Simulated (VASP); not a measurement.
**VASP 6.6.1 run: Sr2C**

INCAR

```
ENCUT = 520
ISIF = 2
LWAVE = .FALSE.
ISPIN = 2
NELM = 89
NBANDS = 19
NSW = 0
EDIFF = 1E-7
PREC = Accurate
LASPH = .TRUE.
ALGO = Normal
ISMEAR = -1
LREAL = .FALSE.
LCHARG = .FALSE.
IBRION = -1
MAGMOM = 0.5 -0.5 0.5
SIGMA = 0.02
METAGGA = R2SCAN
```

KPOINTS

```
KPOINTS created by Atomic Simulation Environment
0
Monkhorst-Pack
6 6 6
0 0 0
```

POSCAR

```
C  Sr
 1.0000000000000000
     0.0000000000000000    3.3601424488749654    3.3601424488749654
     3.3601424488749654    0.0000000000000000    3.3601424488749654
     3.3601424488749654    3.3601424488749654   -0.0000000000000000
 C   Sr
   1   2
Cartesian
 -0.0000000000000000 -0.0000000000000000 -0.0000000000000000
  1.6800712244374825  1.6800712244374825  1.6800712244374825
  5.0402136733124472  5.0402136733124472  5.0402136733124472
```

The recommended PBE PAW datasets give the neutral cell 24 valence electrons.

Command

```
mpirun -np 1 vasp_std
```

Problem. How does this run end, and what does it give?

Solution. It converged. Results: pressure 0.3 GPa; magnetic moment of the cell 0.00 μB.

OSZICAR

```
N       E                     dE             d eps       ncg     rms          rms(c)
DAV:   1     0.860420903097E+02    0.86042E+02   -0.12074E+04  2128   0.116E+03
DAV:   2    -0.374885288607E+02   -0.12353E+03   -0.12013E+03  2514   0.258E+02
DAV:   3    -0.489281222759E+02   -0.11440E+02   -0.11372E+02  3922   0.573E+01
DAV:   4    -0.492031838825E+02   -0.27506E+00   -0.27483E+00  3032   0.898E+00
DAV:   5    -0.492091655966E+02   -0.59817E-02   -0.59811E-02  3307   0.980E-01    0.191E+01
DAV:   6    -0.384260779335E+02    0.10783E+02   -0.18685E+01  3318   0.156E+01    0.170E+01
DAV:   7    -0.385873242756E+02   -0.16125E+00   -0.60231E-01  2520   0.416E+00    0.109E+01
DAV:   8    -0.385953278196E+02   -0.80035E-02   -0.20813E-01  2431   0.341E+00    0.349E+00
DAV:   9    -0.385999892019E+02   -0.46614E-02   -0.14538E-02  3344   0.735E-01    0.726E-01
DAV:  10    -0.386014423288E+02   -0.14531E-02   -0.32254E-03  2618   0.296E-01    0.269E-01
DAV:  11    -0.386029339490E+02   -0.14916E-02   -0.46953E-03  2557   0.259E-01    0.143E-01
DAV:  12    -0.386038927917E+02   -0.95884E-03   -0.54406E-03  2364   0.289E-01    0.516E-02
DAV:  13    -0.386041106306E+02   -0.21784E-03   -0.12150E-03  2597   0.134E-01    0.373E-02
DAV:  14    -0.386041601873E+02   -0.49557E-04   -0.19024E-04  2634   0.588E-02    0.176E-02
DAV:  15    -0.386041764889E+02   -0.16302E-04   -0.51046E-05  2504   0.312E-02    0.876E-03
DAV:  16    -0.386041811877E+02   -0.46988E-05   -0.12225E-05  2616   0.151E-02    0.452E-03
DAV:  17    -0.386041826636E+02   -0.14759E-05   -0.71702E-06  2359   0.106E-02    0.274E-03
DAV:  18    -0.386041828843E+02   -0.22064E-06   -0.19504E-06  2065   0.479E-03    0.113E-03
DAV:  19    -0.386041829692E+02   -0.84931E-07   -0.28883E-07  2143   0.215E-03
   1 F= -.38604183E+02 E0= -.38604093E+02  d E =-.180628E-03  mag=     0.0000
```

The shifted mesh misses Γ, so a band edge there is missed.

For comparison, a separate r²SCAN run of the intended cell, on usual settings and not on those above, gives a gap of 0.06 eV on its mesh and a pressure of 0.2 GPa.
